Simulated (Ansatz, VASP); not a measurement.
# Pt (Pt(100)): VASP beside Ansatz

Wanted: the spread between two codes on one cell, functional and k mesh. Of the first pair: The structure shown is the start of the Ansatz relaxation below; VASP solves that cell, so the two are compared at the walk's first step.

Program: Ansatz 0.2.0. Level of theory: plane waves, with VASP 6.6.1 beside it; single point at PBE. Results are calculated unless marked as measured.

## 1. Set-up

The cell holds 4 atoms: 4 Pt. Its edges and angles: a = 2.772 Å, b = 2.772 Å, c = 23.880 Å, α = 90.0°, β = 90.0°, γ = 90.0°. Vacuum lies along c.

## 2. Ansatz: relaxation, PBE

Ansatz runs on its default PAW (the set named soft_2) files.

The two programs are compared at the cell with which this relaxation starts, whose forces are those of its first step.

Input file input.yaml:

```yaml
crystal:
  lattice:
    - [2.7718585823, 0.0, 0.0]
    - [0.0, 2.7718585823, 0.0]
    - [0.0, 0.0, 23.88]
  atoms:
    - { symbol: Pt, position: [0.5, 0.5, 0.3768844221] }
    - { symbol: Pt, position: [0.0, 0.0, 0.458961474] }
    - { symbol: Pt, position: [0.5, 0.5, 0.541038526] }
    - { symbol: Pt, position: [0.0, 0.0, 0.6231155779] }
kpoints:
  mp_grid: { grid: [12, 12, 1] }
hamiltonian:
  xc: pbe
scf:
  occupations: { method: fermi_dirac, width: 0.1 }
  convergence: { dr2_threshold: 1.0e-08 }
efield:
  axis: 3
  dipole_correction: true
  ramp_position: 0.97
  ramp_width: 0.06
relax:
  f_tol: 0.02
  max_steps: 60
  constraints: [{ sites: [0, 1] }]
output:
  write_potential: true
  write_density: true
  volumetric_format: npy
```

Launch:

```console
> ansatz run input.yaml --threads 4 --pin off --max-ram 16384MiB --backend cpu --events-out ev --progress --plain --runs-dir out
```

Numbers of over 12 decimals in the logs are rounded to 6 here.

The program printed:

```text
Engine: ansatz 0.2.0, aarch64-unknown-linux-gnu
Pseudopotentials: kind: paw
Pseudopotential: Pt, paw, valence charge 18, recommended cutoff 420 eV (normal), Pt.paw.azcp
Functional definition: PBE
  parameter kappa = 0.804
  parameter beta = 0.066725
  exchange = pbe_x(kappa = kappa, mu = beta*pi^2/3)
  correlation = pbe_c(beta = beta)
Crystal: 4 atoms, lattice volume = 183.475 Å³
Basis set: ecut = 420 eV, 3659 PW (Γ), exchange–correlation on 40×40×320 points (8 copies of the dense FFT grid, shifted against one another)
Bands: 44, of which v1, the nominal top of the filled ones, is band 36 counted from 1 (35 counted from 0)
Symmetry: 8 space group operations
k-points: 28 of 144
Non-local potential: Pt, projectors of the file, l = 0: 3, l = 1: 2, l = 2: 2, l = 3: 1
PAW form: soft (Blöchl's): semilocal exchange-correlation on the pseudo side does not see the compensation charge
PAW one-centre angular grid: Pt, 590 points (default); XC on 64 Gauss nodes
Initial density: superposition of atomic densities (neutral atoms: chi_scale 0, normalization atom), corrected by the library's trained network
Initial wavefunctions: pseudopotential atomic-orbital guess
Functional: x = pbe(κ = 0.804, μ = 0.219515), c = pbe(β = 0.066725)
SCF iter   1: F=—  HF=-50090.468609 eV  |F-HF|=—  |Δ(HF+E_count)|=         —  Δρ=8.04e-3  dr2=7.30e-1  ethr=1.77e-3  p=0.000 e·Å  D=1.04e-13 V/Å  ΔV_dip=-0.00 eV  dr2_dipole=4.98e-7  V_vac-E_F(+/−)=5.19/5.19 eV  ⟨swp⟩=8.3  Hψ=5558  notcnv=0  defer=9
efield: sawtooth ramp at fractional position 0.9700 (set: `efield.ramp_position`, or a place that a band, a saddle search or an elastic batch's reference lends), width 0.0600; the density the first Hamiltonian is built on has a dipole p = 0.000 e·Å; the dipole correction subtracts the counter field D = 1.04e-13 V/Å, which shifts the + side's vacuum level by -0.00 eV against the − side's; the planar-averaged density in the ramp window peaks in size at 3.8e-6 e/Å³
preconditioner: auto → LDOS  [metal: Δε(μ)=0.022 eV  Ē_g=7.459 eV  σ=0.100 eV  W_gap=0.05  n_scr=36 (ndim 8)  ℏωp=17.3 eV  f_vac=0.607  D(μ)=6.87/eV (n_scr^D=54)  β→1.0]
SCF iter   2: F=—  HF=-50090.449355 eV  |F-HF|=—  |Δ(HF+E_count)|=   1.93e-2  Δρ=5.49e-3  dr2=9.54e-2  ethr=1.01e-3  p=0.000 e·Å  D=3.52e-5 V/Å  ΔV_dip=-0.00 eV  dr2_dipole=5.42e-7  V_vac-E_F(+/−)=5.66/5.67 eV  ⟨swp⟩=2.4  Hψ=1628  notcnv=0  defer=30
SCF iter   3: F=—  HF=-50090.441055 eV  |F-HF|=—  |Δ(HF+E_count)|=   8.30e-3  Δρ=1.95e-3  dr2=6.90e-2  ethr=1.33e-4  p=0.000 e·Å  D=4.87e-6 V/Å  ΔV_dip=-0.00 eV  dr2_dipole=4.18e-8  V_vac-E_F(+/−)=5.55/5.55 eV  ⟨swp⟩=2.0  Hψ=1911  notcnv=0  defer=30
SCF iter   4: F=—  HF=-50090.437309 eV  |F-HF|=—  |Δ(HF+E_count)|=   3.75e-3  Δρ=6.62e-4  dr2=1.10e-3  ethr=9.59e-5  p=0.000 e·Å  D=7.89e-7 V/Å  ΔV_dip=-0.00 eV  dr2_dipole=9.83e-10  V_vac-E_F(+/−)=5.66/5.66 eV  ⟨swp⟩=1.8  Hψ=1304  notcnv=0  defer=30
SCF iter   5: F=—  HF=-50090.437574 eV  |F-HF|=—  |Δ(HF+E_count)|=   2.65e-4  Δρ=2.48e-4  dr2=1.11e-4  ethr=1.52e-6  p=0.000 e·Å  D=8.19e-7 V/Å  ΔV_dip=-0.00 eV  dr2_dipole=2.05e-10  V_vac-E_F(+/−)=5.65/5.65 eV  ⟨swp⟩=2.8  Hψ=2122  notcnv=0  defer=30
SCF iter   6: F=—  HF=-50090.437595 eV  |F-HF|=—  |Δ(HF+E_count)|=   2.06e-5  Δρ=5.85e-5  dr2=1.53e-5  ethr=1.55e-7  p=-0.000 e·Å  D=-4.67e-8 V/Å  ΔV_dip=0.00 eV  dr2_dipole=3.46e-11  V_vac-E_F(+/−)=5.64/5.64 eV  ⟨swp⟩=2.1  Hψ=1826  notcnv=0  defer=30
SCF iter   7: F=—  HF=-50090.437619 eV  |F-HF|=—  |Δ(HF+E_count)|=   2.43e-5  Δρ=2.04e-5  dr2=1.14e-6  ethr=2.12e-8  p=-0.000 e·Å  D=-2.67e-7 V/Å  ΔV_dip=0.00 eV  dr2_dipole=3.82e-11  V_vac-E_F(+/−)=5.64/5.64 eV  ⟨swp⟩=2.3  Hψ=1864  notcnv=0  defer=30
SCF iter   8: F=—  HF=-50090.437617 eV  |F-HF|=—  |Δ(HF+E_count)|=   1.89e-6  Δρ=8.32e-6  dr2=3.11e-7  ethr=1.58e-9  p=0.000 e·Å  D=8.03e-9 V/Å  ΔV_dip=-0.00 eV  dr2_dipole=2.56e-13  V_vac-E_F(+/−)=5.64/5.64 eV  ⟨swp⟩=3.0  Hψ=2287  notcnv=0  defer=28
SCF iter   9: F=—  HF=-50090.437617 eV  |F-HF|=—  |Δ(HF+E_count)|=   1.58e-8  Δρ=1.89e-6  dr2=2.08e-8  ethr=4.31e-10  p=-0.000 e·Å  D=-4.39e-8 V/Å  ΔV_dip=0.00 eV  dr2_dipole=1.32e-12  V_vac-E_F(+/−)=5.64/5.64 eV  ⟨swp⟩=2.0  Hψ=1753  notcnv=0  defer=28
SCF iter  10: F=-50090.437617 eV  HF=-50090.437617 eV  |F-HF|=2.75e-9  |Δ(HF+E_count)|=   8.80e-9  Δρ=3.52e-7  dr2=3.02e-10  ethr=1.39e-11  p=-0.000 e·Å  D=-1.79e-8 V/Å  ΔV_dip=0.00 eV  dr2_dipole=1.19e-13  V_vac-E_F(+/−)=5.64/5.64 eV  ⟨swp⟩=10.2  Hψ=8697  notcnv=0
SCF 1 converged in 10 iterations: F = -50090.437617 eV  dr2 = 3.02e-10
  greatest PAW one-centre occupation: 1.000 electrons in one spin orbital (limit 2), on the Pt atom at site 2 (counted from 0), in its partial waves of l = 0
relax step   1: F+E_penalty+E_count = -50090.43761743 eV  Δ(F+E_penalty+E_count) = +0.000e0 eV  max|allowed force component| = 2.113e-1 eV/Å  Δτ_max = 0.0000 Å  (10 SCF iters, accepted)
[...]
relax step   3: F+E_penalty+E_count = -50090.44534417 eV  Δ(F+E_penalty+E_count) = -7.708e-3 eV  max|allowed force component| = 2.648e-2 eV/Å  Δτ_max = 0.0673 Å  (10 SCF iters, accepted)
[...]
relax step   4: F+E_penalty+E_count = -50090.44541254 eV  Δ(F+E_penalty+E_count) = -6.837e-5 eV  max|allowed force component| = 8.249e-4 eV/Å  Δτ_max = 0.0046 Å  (7 SCF iters, accepted)
NSCF: frozen V_eff on 28 k-points
the band table was solved once a step of the walk had ended and its energy, with any forces and stress, was formed, with the checks that follow a solve (6532 applications of the Hamiltonian). They found nothing against the state; the energy, forces and stress were not computed again (output.eigenvalues in the input reference)
WARN: The output density's exchange-correlation potential varies sharply where the density is thin. Do not read a vacuum level from v_tot or v_xc, or from such a field of the output density. On a cell that repeats whose density bears no net charge and no dipole along the vacuum's axis use v_es (v_loc + v_h of the components); under efield.dipole_correction with no amplitude use v_es + v_field, which holds any externa [...]
SCF converged after 7 iterations
Free energy (F): -50090.445413 eV
Harris-Foulkes:  -50090.445413 eV  (|F-HF|=8.53e-9)
Internal energy: -50090.216692 eV  (E = F + TS)
E sigma→0 (E₀):  -50090.331052 eV
Entropy (-TS):   -0.228721 eV (-57.180 meV/atom)
Fermi energy:    3.855133 eV
Dipole field:    D = -0.000129 V/Å  (p = -0.000131 e·Å, saw-weighted, corrected)
Work function:   Φ+ = 5.6553 eV   Φ− = 5.6522 eV
Levels:          The Fermi level and band energies are counted from a zero that moves with the ramp; work functions are not
--- Per-component energies (eV) ---
  E_band       = -1889.403345
  E_kinetic    = 2546.711662
  E_local      = -116444.306202  (includes V_loc(G=0)·N_el)
  E_nonlocal   = 801.046174
  E_hartree    = 56784.297527
  E_xc         = -1043.845394
  E_vxc        = -1206.741734  (∫ρ·V_xc dr)
  E_paw        = -37816.425362  (= ΣΔE_a)
  E_vpaw       = -1154.697666  (= ΣTr[D̂ρ^β])
  E_aug_tail   = 0.000804  (compensation charges beyond the density's cutoff)
  E_efield     = 0.000000  (sawtooth field / dipole correction)
  E_vefield    = 0.000241  (∫n·V_field dr)
  E_ewald      = 45082.304099
  E_smearing   = -0.228721  (= −TS)
  E_closure    = -0.000000  (closes the sum)
  Σ components = -50090.445413   (vs F -50090.445413, Δ=0.00e0)
--- Forces (eV/Å), atoms counted from 1 ---
  atom   1  Pt    -0.00000000     0.00000000    -0.09145915
  atom   2  Pt     0.00000000     0.00000000     0.09063185
  atom   3  Pt     0.00000000     0.00000000     0.00002566
  atom   4  Pt     0.00000000     0.00000000     0.00082491
  max |Σ_I F_I| component: 2.33e-5 eV/Å
--- Band table (eV; the first three rows and the last of 28) ---
  k-point 0: bands = [... 32 lower, 3.1245, 3.2159, 3.2159, 3.8341, 4.0018, 4.1157, 4.1157, 4.1269, ... 4 higher]
  k-point 1: bands = [... 32 lower, 2.7441, 2.7810, 3.4747, 3.5937, 3.6566, 3.8896, 4.1778, 4.7078, ... 4 higher]
  k-point 2: bands = [... 32 lower, 2.4631, 2.4811, 3.4027, 3.4128, 3.4257, 3.8354, 4.1687, 5.6199, ... 4 higher]
  k-point 27: bands = [... 32 lower, 4.3781, 4.3925, 4.9579, 4.9788, 7.2040, 7.2040, 9.9928, 9.9928, ... 4 higher]
--- Relaxed structure (4 steps of the walk, 4 accepted, 0 SCFs on fresh bases) ---
  F+E_penalty+E_count = -50090.44541254 eV   max|allowed force component| = 8.249e-4 eV/Å
  atoms:
    - { symbol: Pt, position: [0.5, 0.5, 0.3768844221] }
    - { symbol: Pt, position: [0.0, 0.0, 0.458961474] }
    - { symbol: Pt, position: [0.5, 0.5, 0.542925] }
    - { symbol: Pt, position: [0, 0.0, 0.625565] }
```

Reading the cycles: dr2 is the Hartree energy of the density residual (eV), the measure of convergence; HF is the Harris–Foulkes estimate of the energy, which meets the free energy F at convergence.

## 3. VASP: single point, PBE, start cell, pair 1

The same cell, functional, mesh and smearing now go to VASP, with its own data sets.

Lines of VASP's logs that name or quote its potential files are left out, and so is its time.

Input file INCAR:

```
SYSTEM = Pt
PREC = Accurate
ENCUT = 400
EDIFF = 1E-06
NELM = 120
ISMEAR = -1
SIGMA = 0.1
LREAL = .FALSE.
ALGO = Normal
GGA = PE
NBANDS = 26
LASPH = .TRUE.
LORBIT = 11
LWAVE = .FALSE.
LCHARG = .FALSE.
ISIF = 2
LDIPOL = .TRUE.
IDIPOL = 3
DIPOL = 0.5 0.5 0.5
LVHAR = .TRUE.
GGA_COMPAT = .FALSE.
NELMDL = -8
```

Input file POSCAR:

```
Pt
1.0
    2.7718585823      0.0000000000      0.0000000000
    0.0000000000      2.7718585823      0.0000000000
    0.0000000000      0.0000000000     23.8800000000
Pt
4
Direct
    0.4999998950      0.4999998950      0.3768844221
    0.9999998950      0.9999998950      0.4589614740
    0.4999998950      0.4999998950      0.5410385260
    0.9999998950      0.9999998950      0.6231155779
```

Input file KPOINTS:

```
Automatic mesh
0
Gamma
12 12 1
0 0 0
```

The projector-augmented-wave data sets are Pt (PBE family, release 64).

Launch:

```console
> mpirun -np 1 vasp_std
```

The program printed:

```text
[banner, memory and clock lines left out]
running    1 mpi-ranks, on    1 nodes
 distrk:  each k-point on    1 cores,    1 groups
 distr:  one band on    1 cores,    1 groups

 POSCAR found type information on POSCAR Pt
 POSCAR found :  1 types and       4 ions
 LDA part: xc-table for (Slater+PW92), standard interpolation
 POSCAR, INCAR and KPOINTS ok, starting setup
 FFT: planning ... GRIDC
 FFT: planning ... GRID_SOFT
 FFT: planning ... GRID
 WAVECAR not read
 entering main loop
       N       E                     dE             d eps       ncg     rms          rms(c)
DAV:   1     0.238045067491E+03    0.23805E+03   -0.15256E+04  1456   0.105E+03
DAV:   2    -0.114651028289E+02   -0.24951E+03   -0.23853E+03  1920   0.234E+02
DAV:   3    -0.240023804503E+02   -0.12537E+02   -0.12135E+02  1780   0.529E+01
DAV:   4    -0.243029531770E+02   -0.30057E+00   -0.29700E+00  1846   0.791E+00
DAV:   5    -0.243088722614E+02   -0.59191E-02   -0.59159E-02  1774   0.108E+00
DAV:   6    -0.243090922980E+02   -0.22004E-03   -0.21981E-03  1994   0.189E-01
DAV:   7    -0.243091009395E+02   -0.86415E-05   -0.86414E-05  1726   0.309E-02
DAV:   8    -0.243091012391E+02   -0.29966E-06   -0.29957E-06  1496   0.595E-03    0.214E+01
DAV:   9    -0.237314135861E+02    0.57769E+00   -0.10228E+01  1596   0.210E+01    0.171E+01
DAV:  10    -0.260260599151E+02   -0.22946E+01   -0.20378E+01  1546   0.385E+01    0.154E+01
DAV:  11    -0.228105697944E+02    0.32155E+01   -0.84104E+00  1570   0.246E+01    0.186E+00
DAV:  12    -0.228258385281E+02   -0.15269E-01   -0.97631E-01  1650   0.701E+00    0.227E+00
DAV:  13    -0.227862256877E+02    0.39613E-01   -0.19117E-01  1622   0.356E+00    0.431E-01
DAV:  14    -0.227866446204E+02   -0.41893E-03   -0.61289E-03  1646   0.473E-01    0.300E-01
DAV:  15    -0.227860506679E+02    0.59395E-03   -0.12137E-03  1770   0.262E-01    0.119E-01
DAV:  16    -0.227859477993E+02    0.10287E-03   -0.34013E-04  1726   0.130E-01    0.114E-02
DAV:  17    -0.227859454461E+02    0.23532E-05   -0.98166E-06  1594   0.225E-02    0.117E-02
DAV:  18    -0.227859481702E+02   -0.27241E-05   -0.93539E-06  1280   0.196E-02    0.953E-03
DAV:  19    -0.227859553378E+02   -0.71676E-05   -0.17265E-06   956   0.103E-02    0.350E-03
DAV:  20    -0.227859694563E+02   -0.14118E-04   -0.38432E-06  1108   0.126E-02    0.523E-03
DAV:  21    -0.227859756893E+02   -0.62331E-05   -0.94481E-07  1000   0.697E-03    0.146E-03
DAV:  22    -0.227859807070E+02   -0.50177E-05   -0.28613E-07   968   0.246E-03    0.270E-04
DAV:  23    -0.227859831164E+02   -0.24094E-05   -0.19161E-07   998   0.146E-03    0.620E-04
DAV:  24    -0.227859837551E+02   -0.63875E-06   -0.30616E-08   972   0.103E-03
   1 F= -.22785984E+02 E0= -.22673682E+02  d E =-.224603E+00
```

Parts of OUTCAR (step 3):

```text
ion  position               nearest neighbor table
   1  0.500  0.500  0.377-   2 2.77   2 2.77   2 2.77   2 2.77
   2  1.000  1.000  0.459-   1 2.77   1 2.77   1 2.77   1 2.77   3 2.77   3 2.77   3 2.77   3 2.77

  LATTYP: Found a simple tetragonal cell.
 ALAT       =     2.7718585823
 C/A-ratio  =     8.6151581298

 Subroutine GETGRP returns: Found 16 space group operations
 (whereof  8 operations were pure point group operations)

The static configuration has the point symmetry C_4v.
 The point group associated with its full space group is D_4h.

 Found     28 irreducible k-points:

   k-points           NKPTS =     28   k-points in BZ     NKDIM =     28   number of bands    NBANDS=     26

   dimension x,y,z NGX =    18 NGY =   18 NGZ =  160
   dimension x,y,z NGXF=    36 NGYF=   36 NGZF=  320

   ENCUT  =  400.0 eV  29.40 Ry    5.42 a.u.   4.52  4.52 38.94*2*pi/ulx,y,z

   NELECT =      40.0000    total number of electrons

 k-points in reciprocal lattice and weights: Automatic mesh
   0.00000000  0.00000000  0.00000000       0.007
   0.08333333  0.00000000  0.00000000       0.028
   0.16666667  0.00000000  0.00000000       0.028
   0.25000000  0.00000000  0.00000000       0.028
   0.33333333  0.00000000  0.00000000       0.028
   0.41666667  0.00000000  0.00000000       0.028
   0.50000000  0.00000000  0.00000000       0.014
   0.08333333  0.08333333  0.00000000       0.028
   0.16666667  0.08333333  0.00000000       0.056
[...]
0.50000000  0.41666667  0.00000000       0.028
   0.50000000  0.50000000  0.00000000       0.007

 dipolmoment           0.000000      0.000000     -0.000000 electrons x Angstroem

 average (electrostatic) potential at core
       1 -73.6037       2 -74.3495       3 -74.3495       4 -73.6037

 E-fermi :  -0.1262

 k-point     1 :       0.0000    0.0000    0.0000
  band No.  band energies     occupation
    ...
     16      -1.5232      2.00000
     17      -0.8824      1.99896
     18      -0.7992      1.99761
     19      -0.7992      1.99761
     20      -0.1724      1.22712
     21       0.0097      0.40888
     22       0.1387      0.13216
     23       0.1387      0.13216
     24       0.1633      0.10481
     25       1.7797      0.00000
    ...

 k-point     2 :       0.0833    0.0000    0.0000
  band No.  band energies     occupation
    ...
     18      -1.2278      1.99997
     19      -0.5316      1.96589
     20      -0.3840      1.85890
     21      -0.3511      1.80921
     22      -0.1001      0.87045
     23       0.2009      0.07320
     24       0.7393      0.00035
     25       2.5202      0.00000
     26       5.4756      0.00000

 k-point     3 :       0.1667    0.0000    0.0000
  band No.  band energies     occupation
    ...
     18      -1.5309      2.00000
     19      -0.6016      1.98291
     20      -0.6004      1.98271
     21      -0.5512      1.97188
     22      -0.1473      1.10513
     23       0.1938      0.07837
     24       1.6599      0.00000
     25       3.7775      0.00000
     26       5.9404      0.00000

  Total       -1.1789039     -1.1789039      0.8876100      0.0000000      0.0000000      0.0000000
  in kB      -10.2946721    -10.2946721      7.7509742      0.0000000      0.0000000      0.0000000
  external PRESSURE =      -4.2794567 kB  Pullay stress =       0.0000000 kB

  energy-cutoff  :      400.00
  volume of cell :      183.47
      direct lattice vectors                 reciprocal lattice vectors
     2.771858582  0.000000000  0.000000000     0.360768766  0.000000000  0.000000000
     0.000000000  2.771858582  0.000000000     0.000000000  0.360768766  0.000000000
     0.000000000  0.000000000 23.880000000     0.000000000  0.000000000  0.041876047

 POSITION                                       TOTAL-FORCE (eV/Angst)
 -----------------------------------------------------------------------------------
      1.38593      1.38593      9.00000         0.000000      0.000000     -0.091565
      2.77186      2.77186     10.96000         0.000000     -0.000000     -0.206239
      1.38593      1.38593     12.92000         0.000000     -0.000000      0.206239
      2.77186      2.77186     14.88000         0.000000      0.000000      0.091565
 -----------------------------------------------------------------------------------
    total drift:                                0.000248      0.000248     -0.000130

  FREE ENERGIE OF THE ION-ELECTRON SYSTEM (eV)
  ---------------------------------------------------
  free  energy   TOTEN  =       -22.7859837551 eV

  energy  without entropy=      -22.5613805129  energy(sigma->0) =      -22.67368213

 vacuum level on the upper side and lower side of the slab         5.517         5.517

 total charge
# of ion       s       p       d       tot
------------------------------------------
    1        0.625   0.411   8.041   9.078
    2        0.633   0.606   8.025   9.264
    3        0.633   0.606   8.025   9.264
    4        0.625   0.411   8.041   9.078
--------------------------------------------------
tot          2.516   2.035  32.133  36.684

[... 3 further parts left out ...]
```

## 4. Differences

Known differences besides the potentials themselves: the data sets hold 72 valence electrons in Ansatz (on its default PAW (the set named soft_2) files) and 40 in VASP; the cutoff is 420 eV in Ansatz and 400 eV in VASP. Total energies have different zeros and are not compared.

Forces (eV/Å; atoms numbered as in POSCAR):

```csv
atom,"Ansatz x, y, z","VASP x, y, z"
Pt1,"0.000, 0.000, -0.109","0.000, 0.000, -0.092"
Pt2,"0.000, 0.000, -0.211","0.000, 0.000, -0.206"
Pt3,"0.000, 0.000, 0.211","0.000, 0.000, 0.206"
Pt4,"0.000, 0.000, 0.109","0.000, 0.000, 0.092"
```

The forces differ by 7.3 meV/Å r.m.s., which is 7.9 % of the r.m.s. force of 0.092 eV/Å (both taken over all components). With vacuum in the cell, a pressure given here is an average over mostly empty space and none of the material.

(Part 1 of 2 ends here.)

[Lines on the potential files, build, host, timing and source positions are cut from VASP's logs without a mark.]

[Logs are printed without paths, hosts, clocks, repeated set-up lines and the standing remarks that a program may print on its own settings, such as how far it seeks lower states.]

[Hosts, paths, dates, database ids (printed as entryN), source tags and the programs' standing remarks are cut or masked in the printed files.]
